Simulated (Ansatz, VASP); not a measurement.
# GaBiN2: VASP beside Ansatz, part 2 of 2

Aim: how closely do two programs agree when they are given the same cell, functional and k mesh? The cell is invented: As first built, before any earlier steps moved the atoms (in the runner's words): it takes the InGaN2 structure with some of its atoms replaced by other elements, volume scaled by an estimate. It may not be a known or stable phase. The cell is a member of a volume series, scaled by 1.02 from a relaxed one, so a pressure remains.

VASP 6.6.1 and Ansatz 0.2.0.

So far. Step 3 (Ansatz: single point, BLYP with D3(BJ), volume scaled …): The run ends at a pressure of -2.76 GPa, with forces up to 0.25 eV/Å.

### 6. Ansatz: single point, BLYP with D3(BJ), volume scaled by 1.04

Level of this step: Ansatz beside VASP: Kohn-Sham DFT, plane waves, BLYP with D3(BJ) (Ansatz).

A single point gives forces, pressure and levels at one fixed geometry, so differences don't come from the geometry; what else differs is listed under the comparison. The cell compared in this pair holds 66.39 Å³, against 65.11 Å³ for the pair before.

The cell is a member of a volume series, scaled by 1.04 from a relaxed one, so a pressure remains.

input.yaml reads:

```yaml
crystal:
  lattice:
    - [3.4138423272, -1.09e-08, 0.0]
    - [-1.7069206708, 2.9564738511, 0.0]
    - [0.0, 0.0, 6.5775777227]
  atoms:
    - { symbol: Bi, position: [0.0, 0.0, 0.0013104199] }
    - { symbol: Ga, position: [0.66666667, 0.33333333, 0.4967410997] }
    - { symbol: "N", position: [0.66666667, 0.33333333, 0.1814348056] }
    - { symbol: "N", position: [0.0, 0.0, 0.5621126747] }
hamiltonian:
  xc: blyp
  pseudopotentials: { kind: paw }
  dispersion: d3bj
kpoints:
  mp_grid: { grid: [9, 9, 4] }
scf:
  occupations: { method: gaussian, width: 0.05 }
  n_extra_bands: 5
output:
  forces: true
  stress: true
  eigenvalues: true
```

Started as:

```bash
$ ansatz run input.yaml --threads 2 --pin off --max-ram 4608MiB --backend cpu --events-out ev --progress --plain --runs-dir out
```

Numbers of over 12 decimals in the logs are rounded to 6 here.

The log of the run:

```text
[...]
Crystal: 4 atoms, lattice volume = 66.387 Å³
Basis set: ecut = 420 eV, 1317 PW (Γ), exchange–correlation on 48×48×90 points (8 copies of the dense FFT grid, shifted against one another)
Bands: 24, of which v1, the nominal top of the filled ones, is band 19 counted from 1 (18 counted from 0)
Symmetry: 6 space group operations
[...]
k-point 0: bands = [... 15 lower, 7.8818, 8.0022, 9.1392, 9.1392, 11.4527, 12.6098, 15.0841, 15.0841, ... 1 higher]
  k-point 1: bands = [... 15 lower, 7.9000, 8.8015, 9.1148, 9.1148, 11.2405, 12.4002, 15.0905, 15.0905, ... 1 higher]
  k-point 2: bands = [... 15 lower, 7.9183, 9.0895, 9.0895, 9.5424, 10.7968, 12.2737, 15.0969, 15.0969, ... 1 higher]
  k-point 42: bands = [... 15 lower, 6.0540, 6.5934, 7.3887, 9.0993, 11.1247, 11.3222, 14.9551, 16.2535, ... 1 higher]
[key lines of the parts left out:]
SCF converged after 8 iterations
Free energy (F): -16989.854904 eV
Fermi energy:    9.931238 eV
P = ⅓ Tr σ = -4.6791 GPa (-46.791 kbar)
```

Wall time 4.3 s (2 threads of Arm Neoverse V1, shared host); peak memory 0.39 GiB; 8.4 s of CPU time.

The run ends at a pressure of -4.68 GPa, with forces up to 0.42 eV/Å.

### 7. VASP: single point, BLYP with D3(BJ), volume scaled by 1.04

The same cell, functional (in two slightly different forms), mesh and smearing now go to VASP, with its own data sets and cutoff.

INCAR reads:

```
SYSTEM = GaBiN2
PREC = Accurate
ENCUT = 520
EDIFF = 1E-06
NELM = 100
ISMEAR = 0
SIGMA = 0.05
LREAL = .FALSE.
ALGO = Normal
GGA = B5
ALDAX = 1
AGGAX = 1
AGGAC = 1
ALDAC = 0
IVDW = 12
VDW_S6 = 1
VDW_S8 = 2.6996
VDW_A1 = 0.4298
VDW_A2 = 4.2359
NBANDS = 25
LORBIT = 11
LWAVE = .FALSE.
LCHARG = .FALSE.
KPAR = 2
ISIF = 2
```

POSCAR reads:

```
GaBiN2
1.0
    3.4138423272     -0.0000000109      0.0000000000
   -1.7069206708      2.9564738511      0.0000000000
    0.0000000000      0.0000000000      6.5775777227
Bi Ga N
1 1 2
Direct
    0.0000000000      0.0000000000      0.0013104199
    0.6666666700      0.3333333300      0.4967410997
    0.6666666700      0.3333333300      0.1814348056
    0.0000000000      0.0000000000      0.5621126747
```

KPOINTS reads:

```
Automatic mesh
0
Gamma
9 9 4
0 0 0
```

PAW data sets: Bi_d, Ga_d and N (PBE family, release 64).

Started as:

```bash
$ mpirun -np 2 vasp_std
```

The log of the run:

```text
[banner, memory and clock lines left out]
running    2 mpi-ranks, on    1 nodes
[...]
[... a notice as in an earlier step ...]

 LDA part: xc-table for (Slater(with rela. corr.)+VWN5), standard interpolation
 POSCAR, INCAR and KPOINTS ok, starting setup
[...]
entering main loop
       N       E                     dE             d eps       ncg     rms          rms(c)
DAV:   1     0.372007265577E+03    0.37201E+03   -0.19395E+04  2166   0.222E+03
DAV:   2     0.203197441866E+02   -0.35169E+03   -0.34214E+03  2398   0.512E+02
DAV:   3    -0.241645627277E+02   -0.44484E+02   -0.43493E+02  2633   0.170E+02
DAV:   4    -0.259981817032E+02   -0.18336E+01   -0.18269E+01  2750   0.374E+01
[...]
DAV:  13    -0.199396482846E+02    0.22018E-04   -0.24482E-04  2697   0.142E-01    0.216E-02
DAV:  14    -0.199396490210E+02   -0.73641E-06   -0.29461E-05  2573   0.727E-02    0.418E-03
DAV:  15    -0.199396494599E+02   -0.43884E-06   -0.65023E-06  2647   0.287E-02
   1 F= -.22325897E+02 E0= -.22325234E+02  d E =-.132710E-02
```

Parts of OUTCAR (step 7):

```text
 Edisp (eV)   -2.38625

  Total      -1.82266    -1.82266    -1.55810    -0.00000    -0.00000     0.00000
  in kB     -43.98786   -43.98785   -37.60305    -0.00001    -0.00000     0.00000
  external pressure =      -41.86 kB  Pullay stress =        0.00 kB

 POSITION                                       TOTAL-FORCE (eV/Angst)
 -----------------------------------------------------------------------------------
      0.00000      0.00000      0.00862         0.000000     -0.000000      0.367449
      1.70692      0.98549      3.26735        -0.000000     -0.000000     -0.078374
      1.70692      0.98549      1.19340        -0.000000     -0.000000     -0.211934
      0.00000      0.00000      3.69734        -0.000000      0.000000     -0.077140
 -----------------------------------------------------------------------------------
    total drift:                               -0.000022      0.000007      0.000588

  FREE ENERGIE OF THE ION-ELECTRON SYSTEM (eV)
  ---------------------------------------------------
  free  energy   TOTEN  =       -22.3258972604 eV

  energy  without entropy=      -22.3245701568  energy(sigma->0) =      -22.32523371

[... 1 part as in an earlier step ...]

[... 2 further parts left out ...]
[key lines of the parts left out:]
E-fermi :   6.3303
```

The run ends at a pressure of -4.19 GPa, with forces up to 0.37 eV/Å.

### 8. Differences

Both answers:

```csv
quantity,Ansatz,VASP,difference
pressure (GPa),-4.68,-4.19,-0.49
pressure without Ansatz's Pulay correction (GPa),-5.07,-4.19,-0.88
```

Forces (eV/Å; atoms numbered as in POSCAR):

| atom | Ansatz x, y, z | VASP x, y, z |
| --- | --- | --- |
| Bi1 | 0.000, 0.000, 0.418 | 0.000, 0.000, 0.367 |
| Ga2 | 0.000, 0.000, -0.078 | 0.000, 0.000, -0.078 |
| N3 | 0.000, 0.000, -0.230 | 0.000, 0.000, -0.212 |
| N4 | 0.000, 0.000, -0.110 | 0.000, 0.000, -0.077 |

The forces differ by 18 meV/Å r.m.s., which is 14.5 % of the r.m.s. force of 0.13 eV/Å (both taken over all components). Ansatz's pressure holds a Pulay correction of 0.39 GPa; VASP's holds none.

### 9. Further runs

Further runs change the set-up of one program: Ansatz's method, potentials or start, or VASP's data sets, cutoff or form of LDA. The table gives Ansatz less VASP for each quantity, since a change that brings one quantity closer may part another.

```
                                        run  r.m.s. force difference (meV/Å)  pressure (GPa)  pressure without Ansatz's Pulay correction (GPa)
                                   as above                               18           -0.49                                             -0.88
                       cores kept as stored                               19           -0.51                                             -0.90
   Ansatz's larger PAW set (cutoff 1300 eV)                               16           -0.35                                                  
norm-conserving potentials (cutoff 1240 eV)                              8.1           -0.21
```

### 10. VASP: single point, BLYP with D3(BJ), volume scaled by 1.06

With cell and atoms fixed, the geometry can't cause a difference; cores, projectors, grids and the points listed under the comparison can. The cell compared in this pair holds 67.66 Å³, against 66.39 Å³ for the pair before.

INCAR is that of step 7.

POSCAR reads:

```
GaBiN2
1.0
    3.4355871321     -0.0000000110      0.0000000000
   -1.7177930701      2.9753054025      0.0000000000
    0.0000000000      0.0000000000      6.6194742517
Bi Ga N
1 1 2
Direct
    0.0000000000      0.0000000000      0.0013104199
    0.6666666700      0.3333333300      0.4967410997
    0.6666666700      0.3333333300      0.1814348056
    0.0000000000      0.0000000000      0.5621126747
```

KPOINTS is that of step 7.

Started as:

```bash
$ mpirun -np 2 vasp_std
```

The log of the run:

```text
[... set-up lines as in an earlier step ...]
 entering main loop
       N       E                     dE             d eps       ncg     rms          rms(c)
DAV:   1     0.366168210562E+03    0.36617E+03   -0.19404E+04  2182   0.223E+03
DAV:   2     0.208133356317E+02   -0.34535E+03   -0.33566E+03  2366   0.503E+02
DAV:   3    -0.241814007979E+02   -0.44995E+02   -0.44194E+02  2708   0.170E+02
DAV:   4    -0.259629268152E+02   -0.17815E+01   -0.17753E+01  2736   0.372E+01
[...]
DAV:  13    -0.199463876168E+02    0.28716E-04   -0.29286E-04  2650   0.162E-01    0.203E-02
DAV:  14    -0.199463892236E+02   -0.16068E-05   -0.31423E-05  2579   0.744E-02    0.373E-03
DAV:  15    -0.199463896998E+02   -0.47618E-06   -0.64961E-06  2519   0.284E-02
   1 F= -.22286504E+02 E0= -.22285855E+02  d E =-.129933E-02
```

From OUTCAR (step 10):

```text
 Edisp (eV)   -2.34011

  Total      -2.64029    -2.64029    -2.25220    -0.00000     0.00000    -0.00000
  in kB     -62.51820   -62.51818   -53.32874    -0.00001     0.00000    -0.00000
  external pressure =      -59.46 kB  Pullay stress =        0.00 kB

 POSITION                                       TOTAL-FORCE (eV/Angst)
 -----------------------------------------------------------------------------------
      0.00000      0.00000      0.00867        -0.000000      0.000000      0.527669
      1.71779      0.99177      3.28816        -0.000000     -0.000000     -0.113073
      1.71779      0.99177      1.20100         0.000000      0.000000     -0.306840
      0.00000      0.00000      3.72089        -0.000000     -0.000000     -0.107755
 -----------------------------------------------------------------------------------
    total drift:                               -0.000021      0.000007      0.000891

  FREE ENERGIE OF THE ION-ELECTRON SYSTEM (eV)
  ---------------------------------------------------
  free  energy   TOTEN  =       -22.2865042430 eV

  energy  without entropy=      -22.2852049080  energy(sigma->0) =      -22.28585458

[... 1 part as in an earlier step ...]

[... 2 further parts left out ...]
[key lines of the parts left out:]
E-fermi :   6.1156
```

The run ends at a pressure of -5.95 GPa, with forces up to 0.53 eV/Å.

### 11. Ansatz: single point, BLYP with D3(BJ), volume scaled by 1.06

The same cell, functional (in two slightly different forms), mesh and smearing now go to Ansatz, which takes its cutoff from its data sets.

The cell is a member of a volume series, scaled by 1.06 from a relaxed one, so a pressure remains.

input.yaml, the sections that differ from step 6:

```yaml
crystal:
  lattice:
    - [3.4355871321, -1.1e-08, 0.0]
    - [-1.7177930701, 2.9753054025, 0.0]
    - [0.0, 0.0, 6.6194742517]
  atoms:
    - { symbol: Bi, position: [0.0, 0.0, 0.0013104199] }
    - { symbol: Ga, position: [0.66666667, 0.33333333, 0.4967410997] }
    - { symbol: "N", position: [0.66666667, 0.33333333, 0.1814348056] }
    - { symbol: "N", position: [0.0, 0.0, 0.5621126747] }
output:
  forces: true
  stress: true
  eigenvalues: true
  write_density: true
  write_potential: true
  elf: true
  volumetric_format: npy
# hamiltonian, kpoints, scf: as in step 6
```

Started as:

```bash
$ ansatz run input.yaml --threads 2 --pin off --max-ram 4608MiB --backend cpu --events-out ev --progress --plain --runs-dir out
```

The log of the run:

```text
[...]
Crystal: 4 atoms, lattice volume = 67.664 Å³
Basis set: ecut = 420 eV, 1319 PW (Γ), exchange–correlation on 48×48×90 points (8 copies of the dense FFT grid, shifted against one another)
Bands: 24, of which v1, the nominal top of the filled ones, is band 19 counted from 1 (18 counted from 0)
Symmetry: 6 space group operations
[...]
k-point 0: bands = [... 15 lower, 7.6547, 7.7488, 8.8634, 8.8634, 11.1061, 12.2284, 14.6884, 14.6884, ... 1 higher]
  k-point 1: bands = [... 15 lower, 7.6724, 8.5179, 8.8388, 8.8388, 10.9037, 12.0178, 14.6951, 14.6951, ... 1 higher]
  k-point 2: bands = [... 15 lower, 7.6913, 8.8137, 8.8137, 9.2409, 10.4714, 11.8909, 14.7019, 14.7019, ... 1 higher]
  k-point 42: bands = [... 15 lower, 5.8557, 6.3632, 7.1430, 8.8364, 10.8486, 11.0222, 14.5750, 15.8223, ... 1 higher]
[key lines of the parts left out:]
SCF converged after 8 iterations
Free energy (F): -16989.810666 eV
Fermi energy:    9.649051 eV
P = ⅓ Tr σ = -6.3956 GPa (-63.956 kbar)
```

It took 5.9 s on 2 threads; peak memory 0.4 GiB; 12 s of CPU time.

The run ends at a pressure of -6.40 GPa, with forces up to 0.58 eV/Å.

### 12. Differences

Compared:

```csv
quantity,Ansatz,VASP,difference
pressure (GPa),-6.40,-5.95,-0.45
pressure without Ansatz's Pulay correction (GPa),-6.78,-5.95,-0.83
```

Forces (eV/Å; atoms numbered as in POSCAR):

```csv
atom,"Ansatz x, y, z","VASP x, y, z"
Bi1,"0.000, 0.000, 0.576","0.000, 0.000, 0.528"
Ga2,"0.000, 0.000, -0.113","0.000, 0.000, -0.113"
N3,"0.000, 0.000, -0.325","0.000, 0.000, -0.307"
N4,"0.000, 0.000, -0.138","0.000, 0.000, -0.108"
```

The forces differ by 17 meV/Å r.m.s., which is 9.6 % of the r.m.s. force of 0.18 eV/Å (both taken over all components). Ansatz's pressure holds a Pulay correction of 0.38 GPa; VASP's holds none.

### 13. Further runs

Further runs change the set-up of one program: Ansatz's method, potentials or start, or VASP's data sets, cutoff or form of LDA. The table gives Ansatz less VASP for each quantity, since a change that brings one quantity closer may part another.

```
                                        run  r.m.s. force difference (meV/Å)  pressure (GPa)  pressure without Ansatz's Pulay correction (GPa)
                                   as above                               17           -0.45                                             -0.83
                       cores kept as stored                               18           -0.47                                             -0.85
   Ansatz's larger PAW set (cutoff 1300 eV)                               16           -0.32                                                  
norm-conserving potentials (cutoff 1240 eV)                              7.5           -0.18
```

### 14. Summary of results

```
r.m.s. force difference (single point, BLYP with D3(BJ), volume scaled by 1.02) : 19 meV/Å
difference in pressure (single point, BLYP with D3(BJ), volume scaled by 1.02)  : -0.54 GPa
r.m.s. force difference (single point, BLYP with D3(BJ), volume scaled by 1.04) : 18 meV/Å
r.m.s. force difference (single point, BLYP with D3(BJ), volume scaled by 1.06) : 17 meV/Å
```

The r.m.s. force difference is 19 meV/Å (single point, BLYP with D3(BJ), volume scaled by 1.02), beyond the 12 meV/Å picked in this series as the mark of a large difference. Single point, BLYP with D3(BJ), volume scaled by 1.02, Ansatz's larger PAW set (cutoff 1300 eV): the difference in pressure goes from -0.54 to -0.39 GPa. Single point, BLYP with D3(BJ), volume scaled by 1.02, norm-conserving potentials (cutoff 1240 eV): r.m.s. force difference goes from 19 to 8.8 meV/Å; the difference in pressure goes from -0.54 to -0.23 GPa. Single point, BLYP with D3(BJ), volume scaled by 1.04, Ansatz's larger PAW set (cutoff 1300 eV): the difference in pressure goes from -0.49 to -0.35 GPa. Single point, BLYP with D3(BJ), volume scaled by 1.04, norm-conserving potentials (cutoff 1240 eV): r.m.s. force difference goes from 18 to 8.1 meV/Å; the difference in pressure goes from -0.49 to -0.21 GPa. Single point, BLYP with D3(BJ), volume scaled by 1.06, Ansatz's larger PAW set (cutoff 1300 eV): the difference in pressure goes from -0.45 to -0.32 GPa. Such differences can come from data sets, numerical settings and the points named under the comparisons, not from the functional's error against experiment.

[Lines on the potential files, build, host, timing and source positions are cut from VASP's logs without a mark.]

[Logs are printed without paths, hosts, clocks, repeated set-up lines and the standing remarks that a program may print on its own settings, such as how far it seeks lower states.]

[Hosts, paths, dates, database ids (printed as entryN), source tags and the programs' standing remarks are cut or masked in the printed files.]
